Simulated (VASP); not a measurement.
Computed with PBE GGA, VASP's PBE PAW potentials (set 64) (plane waves; VASP 6.6.1).

VASP input:

**INCAR**
```
! general
SYSTEM   =  HfB2
PREC     =  Accurate
ENCUT    =  520
LREAL    =  .FALSE.
LASPH    =  .TRUE.

! electronic loop
EDIFF    =  1E-6
NELM     =  100
ALGO     =  Normal
LMAXMIX  =  6

! smearing
ISMEAR   =  -1
SIGMA    =  0.05

! functional
GGA      =  PE

! ions
ISIF     =  2

! output
LWAVE    =  .FALSE.
LCHARG   =  .FALSE.
```

File POSCAR:
```
HfB2
1
    1.5695010000    -2.7858320000     0.0000000000
    1.5695010000     2.7858320000     0.0000000000
    0.0000000000     0.0000000000     3.4233860000
Hf B
1 2
Direct
  0.0000000000   0.0000000000   0.0000000000
  0.3333330000   0.6666670000   0.5000000000
  0.6731810000   0.3398470000   0.5000000000
```

### KPOINTS
```
kpoints
0
G
 10 10 8
0 0 0
```

POTCAR, in this order: Hf_pv B (PBE.64 set). Program: vasp_std.

The resulting files:

### OSZICAR
```
       N       E                     dE             d eps       ncg     rms          rms(c)
DAV:   1     0.281108922626E+02    0.28111E+02   -0.84114E+03  6240   0.126E+03
DAV:   2    -0.269011387116E+02   -0.55012E+02   -0.51775E+02  7684   0.239E+02
DAV:   3    -0.286086313689E+02   -0.17075E+01   -0.16770E+01  8196   0.322E+01
DAV:   4    -0.286225752917E+02   -0.13944E-01   -0.13926E-01  7548   0.313E+00
DAV:   5    -0.286227254406E+02   -0.15015E-03   -0.15009E-03  8188   0.260E-01    0.530E+01
DAV:   6    -0.264771332170E+02    0.21456E+01   -0.50815E+00  7532   0.146E+01    0.384E+01
DAV:   7    -0.264308825298E+02    0.46251E-01   -0.16358E+00  7892   0.883E+00    0.112E+01
DAV:   8    -0.263647145008E+02    0.66168E-01   -0.47240E-01  7364   0.477E+00    0.172E+00
DAV:   9    -0.263608054013E+02    0.39091E-02   -0.29163E-02  7388   0.134E+00    0.221E-01
DAV:  10    -0.263607963673E+02    0.90339E-05   -0.72888E-04  7692   0.232E-01    0.350E-01
DAV:  11    -0.263607959632E+02    0.40419E-06   -0.88171E-05  7664   0.746E-02    0.150E-01
DAV:  12    -0.263607924752E+02    0.34879E-05   -0.83416E-06  7644   0.256E-02    0.274E-02
DAV:  13    -0.263607926880E+02   -0.21277E-06   -0.31324E-07  4460   0.575E-03
   1 F= -.26360793E+02 E0= -.26359131E+02  d E =-.332432E-02
```

File OUTCAR:
```
------------------------ aborting loop because EDIFF is reached ----------------------------------------
  FORCE on cell =-STRESS in cart. coord.  units (eV):
  Direction    XX          YY          ZZ          XY          YZ          ZX
  --------------------------------------------------------------------------------------
  Total        0.2804753     -2.0537673      1.1239019      0.0234824      0.0000000      0.0000000
  in kB       15.0107640   -109.9156229     60.1501365      1.2567531      0.0000000      0.0000000
  external PRESSURE =     -11.5849075 kB  Pullay stress =       0.0000000 kB
  volume of cell :       29.94
      direct lattice vectors                 reciprocal lattice vectors
     1.569501000 -2.785832000  0.000000000     0.318572591 -0.179479595  0.000000000
     1.569501000  2.785832000  0.000000000     0.318572591  0.179479595  0.000000000
     0.000000000  0.000000000  3.423386000     0.000000000  0.000000000  0.292108456
 POSITION                                       TOTAL-FORCE (eV/Angst)
 -----------------------------------------------------------------------------------
      0.00000      0.00000      0.00000         0.149011      0.001936      0.000000
      1.56950      0.92861      1.71169         0.165831      0.057147      0.000000
      1.58995     -0.92861      1.71169        -0.314842     -0.059083      0.000000
 -----------------------------------------------------------------------------------
    total drift:                                0.000003      0.000001      0.000000
  FREE ENERGIE OF THE ION-ELECTRON SYSTEM (eV)
  ---------------------------------------------------
  free  energy   TOTEN  =       -26.3607926880 eV

  energy  without entropy=      -26.3574683637  energy(sigma->0) =      -26.35913053
```
(Selected blocks of OUTCAR.)

The compound is HfB2 in the AlB2 type structure. The cell was not relaxed at this level, atoms are displaced from their ideal sites. The run is one of a series of settings (ISMEAR = -1, SIGMA = 0.05 against the base run), some of them coarse on purpose.
